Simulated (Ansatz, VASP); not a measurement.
## Cross-check of Si3Ge4H10 (H-capped Ge nanocrystal (sphere) with a Si core) between VASP and Ansatz

Wanted: the spread between two codes on one cell, functional and k mesh. Of the first pair: The structure shown is the start of the Ansatz relaxation below; VASP solves that cell, so the two are compared at the walk's first step.

Program: Ansatz 0.2.0. Level of theory: plane waves, with VASP 6.6.1 beside it; single point at PBE. Results are calculated unless marked as measured.

### Step 1. Set-up

The cell holds 34 atoms: 8 Ge, 6 Si and 20 H. Cell: a = 20.839 Å, b = 20.839 Å, c = 20.839 Å, α = 90.0°, β = 90.0°, γ = 90.0°. It derives from Ge (diamond-structure). As first built, before any earlier steps moved the atoms (in the runner's words): sphere of size parameter 5.14 A cut from diamond-structure Ge (a = 5.658 A), atoms with fewer than two neighbours dropped, broken bonds capped with H, Ge replaced by Si within 2.57 A of the centre. Vacuum lies along a, b and c.

### Step 2. Ansatz: relaxation, PBE

Ansatz runs on its default PAW (the set named soft_2) files.

The two programs are compared at the cell with which this relaxation starts, whose forces are those of its first step.

The input, input.yaml:

```yaml
crystal:
  lattice:
    - [20.83919, 0.0, 0.0]
    - [0.0, 20.83919, 0.0]
    - [0.0, 0.0, 20.83919]
  atoms:
    - { symbol: Ge, position: [0.39731, 0.39864, 0.39962] }
    - { symbol: Ge, position: [0.33036, 0.4653, 0.46674] }
    - { symbol: Si, position: [0.39688, 0.53427, 0.53516] }
    - { symbol: Ge, position: [0.46556, 0.3308, 0.46728] }
    - { symbol: Si, position: [0.53467, 0.39896, 0.53419] }
    - { symbol: Ge, position: [0.46709, 0.4667, 0.33108] }
    - { symbol: Si, position: [0.53506, 0.53329, 0.39919] }
    - { symbol: Si, position: [0.46694, 0.46428, 0.60203] }
    - { symbol: Ge, position: [0.53393, 0.53461, 0.6702] }
    - { symbol: Si, position: [0.46411, 0.60239, 0.46597] }
    - { symbol: Ge, position: [0.53344, 0.6682, 0.53245] }
    - { symbol: Si, position: [0.60289, 0.46501, 0.46546] }
    - { symbol: Ge, position: [0.66893, 0.53322, 0.53388] }
    - { symbol: Ge, position: [0.60074, 0.60214, 0.6024] }
    - { symbol: H, position: [0.35587, 0.35503, 0.35542] }
    - { symbol: H, position: [0.28816, 0.42402, 0.50872] }
    - { symbol: H, position: [0.28865, 0.5083, 0.42431] }
    - { symbol: H, position: [0.35716, 0.57378, 0.57586] }
    - { symbol: H, position: [0.42317, 0.28749, 0.50706] }
    - { symbol: H, position: [0.50986, 0.28805, 0.4237] }
    - { symbol: H, position: [0.57447, 0.35704, 0.57585] }
    - { symbol: H, position: [0.50789, 0.4253, 0.28699] }
    - { symbol: H, position: [0.42315, 0.50856, 0.28843] }
    - { symbol: H, position: [0.57351, 0.57418, 0.35814] }
    - { symbol: H, position: [0.42581, 0.427, 0.64313] }
    - { symbol: H, position: [0.49183, 0.57624, 0.71171] }
    - { symbol: H, position: [0.57647, 0.49116, 0.71293] }
    - { symbol: H, position: [0.42498, 0.64262, 0.42523] }
    - { symbol: H, position: [0.48916, 0.71206, 0.57659] }
    - { symbol: H, position: [0.57578, 0.71311, 0.49066] }
    - { symbol: H, position: [0.64147, 0.4251, 0.42265] }
    - { symbol: H, position: [0.71254, 0.57813, 0.49168] }
    - { symbol: H, position: [0.71248, 0.49017, 0.57534] }
    - { symbol: H, position: [0.64265, 0.64461, 0.64423] }
kpoints:
  mp_grid: { grid: [1, 1, 1] }
hamiltonian:
  xc: pbe
scf:
  occupations: { method: gaussian, width: 0.025 }
output:
  forces: true
relax:
  f_tol: 0.05
  max_steps: 171
```

On the command line:

```sh
$ ansatz run input.yaml --threads 4 --pin off --max-ram 8192MiB --backend cpu --events-out ev --progress --plain --runs-dir out
```

Numbers of over 12 decimals in the logs are rounded to 6 here.

The program printed:

```text
Engine: ansatz 0.2.0, aarch64-unknown-linux-gnu
Pseudopotentials: kind: paw
Pseudopotential: Ge, paw, valence charge 14, recommended cutoff 420 eV (normal), Ge.paw.azcp
Pseudopotential: Si, paw, valence charge 4, recommended cutoff 420 eV (normal), Si.paw.azcp
Pseudopotential: H, paw, valence charge 1, recommended cutoff 420 eV (normal), H.paw.azcp
Functional definition: PBE
  parameter kappa = 0.804
  parameter beta = 0.066725
  exchange = pbe_x(kappa = kappa, mu = beta*pi^2/3)
  correlation = pbe_c(beta = beta)
Crystal: 34 atoms, lattice volume = 9049.873 Å³
Basis set: ecut = 420 eV, 176909 PW (Γ), exchange–correlation on 288×288×288 points (8 copies of the dense FFT grid, shifted against one another)
Bands: 112, of which v1, the nominal top of the filled ones, is band 78 counted from 1 (77 counted from 0)
Symmetry: 1 space group operations
Space group: P1 (ITA 1), of the structure as read, at distance tolerance 2.1e-4 Å
k-points: 1
Non-local potential: Ge, projectors of the file, l = 0: 2, l = 1: 2, l = 2: 3, l = 3: 1
Non-local potential: Si, projectors of the file, l = 0: 2, l = 1: 2, l = 2: 2
Non-local potential: H, projectors of the file, l = 0: 2, l = 1: 1
PAW form: soft (Blöchl's): semilocal exchange-correlation on the pseudo side does not see the compensation charge
PAW one-centre angular grid: Ge, 590 points (default); XC on 64 Gauss nodes
PAW one-centre angular grid: Si, 110 points (default); XC on 64 Gauss nodes
PAW one-centre angular grid: H, 110 points (default); XC on 64 Gauss nodes
Initial density: superposition of atomic densities (neutral atoms: chi_scale 0, normalization atom), corrected by the library's trained network
Initial wavefunctions: pseudopotential atomic-orbital guess
Functional: x = pbe(κ = 0.804, μ = 0.219515), c = pbe(β = 0.066725)
SCF iter   1: F=—  HF=-38488.156219 eV  |F-HF|=—  |Δ(HF+E_count)|=         —  Δρ=6.43e-4  dr2=6.37e-2  ethr=1.77e-3  ⟨swp⟩=12.0  Hψ=735  notcnv=0  defer=3
preconditioner: auto → Resta (q_TF=auto, 1.387 Å⁻¹)  ε∞=1.1  [insulator: Δε(μ)=4.182 eV  Ē_g=8.965 eV  σ=0.025 eV  W_gap=1.00  n_scr=436 (ndim 8)  ℏωp=3.4 eV  f_vac=0.905  D(μ)=0.00/eV (n_scr^D=0)  ε∞_Penn≈1.1  vacuum switching on, ρ_ref=5.8e-3 e/Å³]
SCF iter   2: F=—  HF=-38488.171072 eV  |F-HF|=—  |Δ(HF+E_count)|=   1.49e-2  Δρ=2.39e-4  dr2=1.84e-2  ethr=4.08e-5  ⟨swp⟩=4.0  Hψ=179  notcnv=0  defer=24
SCF iter   3: F=—  HF=-38488.174402 eV  |F-HF|=—  |Δ(HF+E_count)|=   3.33e-3  Δρ=1.42e-4  dr2=2.41e-3  ethr=1.18e-5  ⟨swp⟩=3.0  Hψ=129  notcnv=0  defer=24
SCF iter   4: F=—  HF=-38488.177905 eV  |F-HF|=—  |Δ(HF+E_count)|=   3.50e-3  Δρ=5.56e-5  dr2=3.12e-4  ethr=1.54e-6  ⟨swp⟩=2.0  Hψ=149  notcnv=0  defer=24
SCF iter   5: F=—  HF=-38488.178965 eV  |F-HF|=—  |Δ(HF+E_count)|=   1.06e-3  Δρ=1.18e-5  dr2=1.63e-5  ethr=2.00e-7  ⟨swp⟩=2.0  Hψ=126  notcnv=0  defer=24
SCF iter   6: F=-38488.179033 eV  HF=-38488.179032 eV  |F-HF|=1.30e-6  |Δ(HF+E_count)|=   6.66e-5  Δρ=2.90e-6  dr2=1.72e-6  ethr=1.04e-8  ⟨swp⟩=4.0  Hψ=297  notcnv=0
SCF 1 converged in 6 iterations: F = -38488.179033 eV  dr2 = 1.72e-6
  greatest PAW one-centre occupation: 0.998 electrons in one spin orbital (limit 2), on the Ge atom at site 1 (counted from 0), in its partial waves of l = 2
relax step   1: F+E_penalty+E_count = -38488.17903322 eV  Δ(F+E_penalty+E_count) = +0.000e0 eV  max|allowed force component| = 1.527e0 eV/Å  Δτ_max = 0.0000 Å  (6 SCF iters, dr2 threshold 6.25e-5 eV, accepted)
[...]
relax step   2: F+E_penalty+E_count = -38488.66871036 eV  Δ(F+E_penalty+E_count) = -4.897e-1 eV  max|allowed force component| = 3.115e-1 eV/Å  Δτ_max = 0.1750 Å  (6 SCF iters, dr2 threshold 1.00e-4 eV, accepted)
[...]
relax step   3: F+E_penalty+E_count = -38488.78588066 eV  Δ(F+E_penalty+E_count) = -1.172e-1 eV  max|allowed force component| = 3.645e-2 eV/Å  Δτ_max = 0.1015 Å  (7 SCF iters, dr2 threshold 6.06e-6 eV, accepted)
[...]
relax step   4: F+E_penalty+E_count = -38488.78588075 eV  Δ(F+E_penalty+E_count) = -8.276e-8 eV  max|allowed force component| = 3.645e-2 eV/Å  Δτ_max = 0.0000 Å  (3 SCF iters, accepted)
SCF converged after 3 iterations
Free energy (F): -38488.785881 eV
Harris-Foulkes:  -38488.785881 eV  (|F-HF|=4.14e-8)
Internal energy: -38488.785881 eV  (E = F + TS)
E sigma→0 (E₀):  -38488.785881 eV
Fermi energy:    -3.699817 eV
--- Per-component energies (eV) ---
  E_band       = -2965.267225
  E_kinetic    = 1391.623480
  E_local      = -73285.986277  (includes V_loc(G=0)·N_el)
  E_nonlocal   = 3546.050126
  E_hartree    = 34475.565233
  E_xc         = -1104.892405
  E_vxc        = -1014.836270  (∫ρ·V_xc dr)
  E_paw        = -19258.338357  (= ΣΔE_a)
  E_vpaw       = -2553.216264  (= ΣTr[D̂ρ^β])
  E_aug_tail   = -0.022342  (compensation charges beyond the density's cutoff)
  E_ewald      = 15747.214662
  E_smearing   = -0.000000  (= −TS)
  E_closure    = -0.000000  (closes the sum)
  Σ components = -38488.785881   (vs F -38488.785881, Δ=0.00e0)
--- Forces (eV/Å), atoms counted from 1 ---
  atom   1  Ge     0.01629943     0.01741017     0.01576354
  atom   2  Ge    -0.02077477    -0.00027100     0.00108942
  atom   3  Si     0.00045764    -0.03272892    -0.03149522
  atom   4  Ge    -0.00031684    -0.02297023     0.00097134
  atom   5  Si    -0.03185851     0.00032797    -0.03645116
  atom   6  Ge    -0.00042515     0.00016284    -0.02445685
  atom   7  Si    -0.03474056    -0.03423210     0.00189442
  atom   8  Si     0.03036311     0.03140772    -0.00153982
  atom   9  Ge    -0.00282923    -0.00233742     0.01992380
  atom  10  Si     0.03330910     0.00087198     0.03434490
  atom  11  Ge     0.00088563     0.02288237     0.00063187
  atom  12  Si     0.00201100     0.03316279     0.03224083
  atom  13  Ge     0.02159506    -0.00126379    -0.00175251
  atom  14  Ge    -0.01249311    -0.00991331    -0.01224895
  atom  15  H      0.00003416    -0.00153145     0.00098559
  atom  16  H     -0.01123108     0.00121821    -0.00762240
  atom  17  H     -0.00993660    -0.00995564     0.00418786
  atom  18  H     -0.03135971     0.02511948     0.02296719
  atom  19  H      0.00002236    -0.01138596    -0.01164951
  atom  20  H     -0.01018479    -0.01275837     0.00283727
  atom  21  H      0.02064410    -0.02879269     0.01992985
  atom  22  H     -0.00650825     0.00302993    -0.01312099
  atom  23  H      0.00298703    -0.01094121    -0.01323470
  atom  24  H      0.02213901     0.02063377    -0.03270738
  atom  25  H     -0.02305683    -0.02236822     0.03293257
  atom  26  H      0.01153572    -0.00005218     0.01117197
  atom  27  H     -0.00157365     0.00864320     0.01093856
  atom  28  H     -0.02547091     0.03039621    -0.02213958
  atom  29  H      0.00965991     0.00902692    -0.00345107
  atom  30  H     -0.00105444     0.01075225     0.00879279
  atom  31  H      0.03246385    -0.02326050    -0.02313783
  atom  32  H      0.00978558    -0.00190809     0.00986802
  atom  33  H      0.00908624     0.01173785    -0.00085390
  atom  34  H      0.00052458    -0.00011146     0.00440042
  max |Σ_I F_I| component: 1.09e-5 eV/Å
--- Relaxed structure (4 steps of the walk, 4 accepted, 0 SCFs on fresh bases) ---
  F+E_penalty+E_count = -38488.78588075 eV   max|allowed force component| = 3.645e-2 eV/Å
  atoms:
    - { symbol: Ge, position: [0.399233, 0.399100, 0.399703] }
    - { symbol: Ge, position: [0.333136, 0.467617, 0.468155] }
    - { symbol: Si, position: [0.402082, 0.532745, 0.533266] }
    - { symbol: Ge, position: [0.468224, 0.333320, 0.468024] }
    - { symbol: Si, position: [0.533130, 0.402369, 0.533221] }
    - { symbol: Ge, position: [0.467359, 0.468069, 0.333712] }
    - { symbol: Si, position: [0.532676, 0.533100, 0.402531] }
    - { symbol: Si, position: [0.466975, 0.466871, 0.597835] }
    - { symbol: Ge, position: [0.532017, 0.532148, 0.666708] }
    - { symbol: Si, position: [0.466502, 0.597552, 0.467188] }
    - { symbol: Ge, position: [0.531515, 0.666583, 0.532280] }
    - { symbol: Si, position: [0.597480, 0.467065, 0.466984] }
    - { symbol: Ge, position: [0.666492, 0.532248, 0.531928] }
    - { symbol: Ge, position: [0.600427, 0.600666, 0.600540] }
    - { symbol: H, position: [0.356426, 0.356101, 0.356699] }
    - { symbol: H, position: [0.289287, 0.425923, 0.511102] }
    - { symbol: H, position: [0.289607, 0.510647, 0.426187] }
    - { symbol: H, position: [0.362327, 0.575053, 0.575845] }
    - { symbol: H, position: [0.426824, 0.289199, 0.510988] }
    - { symbol: H, position: [0.511438, 0.290089, 0.425944] }
    - { symbol: H, position: [0.575729, 0.362734, 0.575646] }
    - { symbol: H, position: [0.510099, 0.426515, 0.289531] }
    - { symbol: H, position: [0.425164, 0.511250, 0.290557] }
    - { symbol: H, position: [0.575012, 0.575710, 0.362829] }
    - { symbol: H, position: [0.424646, 0.424291, 0.637572] }
    - { symbol: H, position: [0.488879, 0.573933, 0.710296] }
    - { symbol: H, position: [0.573838, 0.489250, 0.710490] }
    - { symbol: H, position: [0.424014, 0.637206, 0.424695] }
    - { symbol: H, position: [0.488525, 0.710046, 0.574358] }
    - { symbol: H, position: [0.573052, 0.710526, 0.489267] }
    - { symbol: H, position: [0.637090, 0.424634, 0.424391] }
    - { symbol: H, position: [0.710049, 0.574161, 0.488880] }
    - { symbol: H, position: [0.710334, 0.489280, 0.573629] }
    - { symbol: H, position: [0.643380, 0.643760, 0.643298] }
```

Reading the cycles: dr2 is the Hartree energy of the density residual (eV), the measure of convergence; HF is the Harris–Foulkes estimate of the energy, which meets the free energy F at convergence.

### Step 3. VASP: single point, PBE, start cell, pair 1

The same cell, functional, mesh and smearing now go to VASP, with its own data sets.

Lines of VASP's logs that name or quote its potential files are left out, and so is its time.

The input, INCAR:

```
SYSTEM = Si3Ge4H10
PREC = Accurate
ENCUT = 410
EDIFF = 1E-06
NELM = 120
ISMEAR = 0
SIGMA = 0.025
LREAL = Auto
ALGO = Normal
GGA = PE
NBANDS = 104
LORBIT = 11
LWAVE = .FALSE.
LCHARG = .FALSE.
ISIF = 2
LASPH = .TRUE.
GGA_COMPAT = .FALSE.
EFERMI = MIDGAP
```

The input, POSCAR:

```
Si3Ge4H10
1.0
   20.8391900000      0.0000000000      0.0000000000
    0.0000000000     20.8391900000      0.0000000000
    0.0000000000      0.0000000000     20.8391900000
Ge Si H
8 6 20
Direct
    0.3973091085      0.3986383348      0.3996220582
    0.3303583297      0.4653011945      0.4667407898
    0.4655603217      0.3307998056      0.4672782387
    0.4670910914      0.4666976020      0.3310781273
    0.5339315012      0.5346081110      0.6701987937
    0.5334420388      0.6681977562      0.5324487180
    0.6689319499      0.5332213008      0.5338787160
    0.6007383204      0.6021395265      0.6023986537
    0.3968820285      0.5342722054      0.5351599558
    0.5346704934      0.3989598444      0.5341906283
    0.5350591842      0.5332884819      0.3991901797
    0.4669423332      0.4642790819      0.6020291576
    0.4641111291      0.6023890564      0.4659682070
    0.6028881161      0.4650084768      0.4654595500
    0.3558679584      0.3550281945      0.3554216839
    0.2881589927      0.4240183999      0.5087193888
    0.2886484551      0.5083019062      0.4243111177
    0.3571587955      0.5737794991      0.5758621136
    0.4231690387      0.2874919803      0.5070590556
    0.5098614677      0.2880486238      0.4237016890
    0.5744705049      0.3570388292      0.5758477177
    0.5078892222      0.4252996398      0.2869881219
    0.4231498441      0.5085610333      0.2884277172
    0.5735107747      0.5741777871      0.3581377203
    0.4258082968      0.4269983622      0.6431296034
    0.4918281373      0.5762412071      0.7117119235
    0.5764715423      0.4911611248      0.7129307809
    0.4249781301      0.6426209464      0.4252276600
    0.4891600873      0.7120622251      0.5765915086
    0.5757805366      0.7131083310      0.4906620651
    0.6414692702      0.4250980964      0.4226507844
    0.7125420902      0.5781318756      0.4916793791
    0.7124797077      0.4901678040      0.5753390607
    0.6426497383      0.6446123866      0.6442284945
```

The input, KPOINTS:

```
Automatic mesh
0
Gamma
1 1 1
0 0 0
```

PAW data sets: Ge_d, Si and H (PBE family, release 64).

On the command line:

```sh
$ mpirun -np 4 vasp_gam
```

The program printed:

```text
[banner, memory and clock lines left out]
running    4 mpi-ranks, on    1 nodes
[...]
LDA part: xc-table for (Slater+PW92), standard interpolation
 POSCAR, INCAR and KPOINTS ok, starting setup
[...]
entering main loop
       N       E                     dE             d eps       ncg     rms          rms(c)
DAV:   1     0.101670709611E+04    0.10167E+04   -0.53659E+04   264   0.827E+02
DAV:   2     0.621540555071E+02   -0.95455E+03   -0.92573E+03   320   0.199E+02
DAV:   3    -0.129123181662E+03   -0.19128E+03   -0.19079E+03   304   0.964E+01
DAV:   4    -0.138880656908E+03   -0.97575E+01   -0.97195E+01   240   0.276E+01
[...]
DAV:  26    -0.132422338283E+03   -0.43268E-05    0.83135E-10   176   0.331E-03    0.103E-04
DAV:  27    -0.132422339881E+03   -0.15980E-05    0.18488E-09   176   0.151E-03    0.979E-05
DAV:  28    -0.132422340726E+03   -0.84528E-06    0.48283E-08   184   0.196E-03
   1 F= -.13242234E+03 E0= -.13242234E+03  d E =0.000000E+00
```

OUTCAR, selected parts (step 3):

```text
  Total       -4.4813048     -4.4315583     -4.4191994     -0.4286453     -1.1086404     -1.2980677
  in kB       -0.7933641     -0.7845571     -0.7823691     -0.0758868     -0.1962722     -0.2298082
  external PRESSURE =      -0.7867634 kB  Pullay stress =       0.0000000 kB

 POSITION                                       TOTAL-FORCE (eV/Angst)
 -----------------------------------------------------------------------------------
      8.27960      8.30730      8.32780         0.420650     -0.068249     -0.332101
      6.88440      9.69650      9.72650         0.593501      0.640422      0.186443
      9.70190      6.89360      9.73770         0.757032      0.459419     -0.368212
      9.73380      9.72560      6.89940        -0.231407      0.253654      0.618138
     11.12670     11.14080     13.96640         0.001652     -0.798513     -0.686017
     11.11650     13.92470     11.09580        -0.535495      0.275718      0.213414
     13.94000     11.11190     11.12560        -0.095100      0.182968     -0.322749
     12.51890     12.54810     12.55350        -0.149596     -0.436122     -0.485168
      8.27070     11.13380     11.15230         1.467012     -1.056722     -0.952704
     11.14210      8.31400     11.13210        -0.502802      0.451477     -0.497599
     11.15020     11.11330      8.31880        -1.111058     -0.614476      1.143632
      9.73070      9.67520     12.54580         0.773841      1.506851     -1.183121
      9.67170     12.55330      9.71040         1.008098     -1.521709      0.801991
     12.56370      9.69040      9.69980        -1.097345      0.795033      0.710435
[...]
-----------------------------------------------------------------------------------
    total drift:                               -0.010814      0.004772      0.016864

  FREE ENERGIE OF THE ION-ELECTRON SYSTEM (eV)
  ---------------------------------------------------
  free  energy   TOTEN  =      -132.4223407263 eV

  energy  without entropy=     -132.4223407263  energy(sigma->0) =     -132.42234073

[... 3 further parts left out ...]
[key lines of the parts left out:]
E-fermi :  -3.6507
```

### Step 4. Comparison

Known differences besides the potentials themselves: the cutoff is 420 eV in Ansatz and 410 eV in VASP (PREC = Accurate, projectors in real space). Total energies have different zeros and are not compared.

Forces on 9 of the 34 atoms, those with the largest forces and the largest differences (eV/Å; atoms numbered as in POSCAR):

```csv
atom,"Ansatz x, y, z","VASP x, y, z"
Ge5,"0.007, -0.808, -0.716","0.002, -0.799, -0.686"
Si9,"1.471, -1.060, -0.955","1.467, -1.057, -0.953"
Si11,"-1.114, -0.615, 1.149","-1.111, -0.614, 1.144"
Si12,"0.777, 1.510, -1.185","0.774, 1.507, -1.183"
Si13,"1.009, -1.526, 0.805","1.008, -1.522, 0.802"
Si14,"-1.101, 0.797, 0.714","-1.097, 0.795, 0.710"
H16,"-0.402, -0.329, 0.306","-0.384, -0.312, 0.288"
H25,"-0.638, -0.735, 0.622","-0.632, -0.731, 0.616"
H26,"-0.356, 0.328, 0.425","-0.338, 0.310, 0.406"
```

The forces differ by 12 meV/Å r.m.s., which is 2.1 % of the r.m.s. force of 0.543 eV/Å (both taken over all components). With vacuum in the cell, a pressure given here is an average over mostly empty space and none of the material.

### Step 5. Ansatz: relaxation, PBE

This run makes the geometry at which the two programs are then compared.

The structure compared here is the end of the Ansatz relaxation.

input.yaml is that of step 2.

On the command line:

```sh
$ ansatz run input.yaml --threads 4 --pin off --max-ram 8192MiB --backend cpu --events-out ev --progress --plain --runs-dir out
```

The program printed:

```text
[...]
Crystal: 34 atoms, lattice volume = 9049.873 Å³
Basis set: ecut = 420 eV, 176909 PW (Γ), exchange–correlation on 288×288×288 points (8 copies of the dense FFT grid, shifted against one another)
Bands: 112, of which v1, the nominal top of the filled ones, is band 78 counted from 1 (77 counted from 0)
Symmetry: 1 space group operations
[...]
k-points: 1
[...]
- { symbol: H, position: [0.426824, 0.289199, 0.510988] }
    - { symbol: H, position: [0.511438, 0.290089, 0.425944] }
    - { symbol: H, position: [0.575729, 0.362734, 0.575646] }
    - { symbol: H, position: [0.510099, 0.426515, 0.289531] }
[...]
- { symbol: H, position: [0.637090, 0.424634, 0.424391] }
    - { symbol: H, position: [0.710049, 0.574161, 0.488880] }
    - { symbol: H, position: [0.710334, 0.489280, 0.573629] }
    - { symbol: H, position: [0.643380, 0.643760, 0.643298] }
[key lines of the parts left out:]
SCF converged after 3 iterations
Free energy (F): -38488.785881 eV
Fermi energy:    -3.699817 eV
```

(Part 1 of 2 ends here.)

[Lines on the potential files, build, host, timing and source positions are cut from VASP's logs without a mark.]

[Logs are printed without paths, hosts, clocks, repeated set-up lines and the standing remarks that a program may print on its own settings, such as how far it seeks lower states.]

[Hosts, paths, dates, database ids (printed as entryN), source tags and the programs' standing remarks are cut or masked in the printed files.]
